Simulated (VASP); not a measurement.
```
P
1.0
    1.66232    -5.12823     0.00000
    1.66232     5.12823     0.00000
    0.00000     0.00000     4.41006
P
4
Direct
  0.10170   0.89830   0.91940
  0.39830   0.60170   0.41940
  0.60170   0.39830   0.58060
  0.90548   0.10888   0.08060
```

Computed with PBE GGA, VASP's PBE PAW potentials (set 64) (plane waves; VASP). Settings: EDIFF = 1E-4, 400 eV cut-off, 6×6×5 Γ-centred mesh, Gaussian smearing of 0.050 eV, potentials P.

### Question
Which forces act on the atoms, in eV/Å?

### Answer

| atom | Fx | Fy | Fz |
|---|---|---|---|
| P1 | 0.024 | -0.388 | -0.167 |
| P2 | 0.212 | 0.388 | -0.159 |
| P3 | 0.018 | -0.388 | 0.167 |
| P4 | -0.254 | 0.388 | 0.158 |

### Question
Give the stress tensor in GPa (positive for a compressed cell).

### Answer

```
 0.97  -0.18   0.59
-0.18   6.10   0.00
 0.59   0.00   0.79
```
The pressure is its mean diagonal, 2.62 GPa.

The compound is P in the black structure. The cell was not relaxed at this level, atoms are displaced from their ideal sites. The k-mesh is coarse (spacing up to 0.33 per Å, 2π included), so the numbers may not be converged in it. The run is one of a series of settings (EDIFF = 1E-4 against the base run), some of them coarse on purpose.
